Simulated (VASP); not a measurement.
The cell holds one MgS (rock salt) (100) slab, with vacuum along c, ions free to move until forces fall under 0.03 eV/Å, no reconstruction beyond this cell, dipole correction on. Ionisation potential and electron affinity count from the cell's own band edges, surface states included.

Data:

```yaml
crystal:
  lattice:
    - [3.67198, 0.00000, 0.00000]
    - [0.00000, 3.67198, 0.00000]
    - [0.00000, 0.00000, 25.36562]
  atoms:
    - { symbol: Mg, position: [0.00000, 0.50000, 0.35106] }
    - { symbol: Mg, position: [0.50000, 0.00000, 0.44579] }
    - { symbol: Mg, position: [0.00000, 0.50000, 0.55421] }
    - { symbol: Mg, position: [0.50000, 0.00000, 0.64894] }
    - { symbol: S, position: [0.00000, 0.50000, 0.44984] }
    - { symbol: S, position: [0.50000, 0.00000, 0.34299] }
    - { symbol: S, position: [0.00000, 0.50000, 0.65701] }
    - { symbol: S, position: [0.50000, 0.00000, 0.55016] }
```

All values below come from r2SCAN meta-GGA, VASP's PBE PAW potentials (set 64) (plane waves; VASP). Settings: 400 eV cut-off, 6×6×1 Γ-centred mesh, Gaussian smearing of 0.050 eV, potentials Mg S.

Slab and bulk use different k-meshes, so the surface energy is good to a few per cent at best.

### Question
Predict its surface energy, ionisation potential, electron affinity.

### Answer

| Property | Value |
|---|---|
| surface energy | 0.49 J/m² |
| ionisation potential | 5.81 eV |
| electron affinity | 2.24 eV |

The cell is a thin slab with vacuum, built from MgS (rock salt): (100) face.
